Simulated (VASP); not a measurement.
Consider the following.

```
Ga
1.0
    2.20628    -3.79381     0.00000
    2.20628     3.79381     0.00000
    0.00000     0.00000     4.54985
Ga
4
Direct
  0.15563   0.84437   0.91580
  0.34437   0.65563   0.41580
  0.65563   0.34437   0.58420
  0.84437   0.15563   0.08420
```

The numbers are results of r2SCAN meta-GGA, VASP's PBE PAW potentials (set 64) (plane waves; VASP), not measurements. Numerical set-up: 400 eV cut-off, 9×9×8 Γ-centred mesh, tetrahedra with Blöchl corrections, potentials Ga_d.

The cores are frozen, which limits the accuracy of field gradients.

Q: Give the principal components of the electric field gradient (V/Å²) and the asymmetry η at each nucleus.

A: 
```
atom   Vxx   Vyy    Vzz     η
----  ----  ----  -----  ----
Ga1   22.9  20.2  -43.0  0.06
Ga2   22.9  20.2  -43.0  0.06
Ga3   22.9  20.2  -43.0  0.06
Ga4   22.9  20.2  -43.0  0.06
```

The compound is Ga in the alpha structure. It was relaxed first.
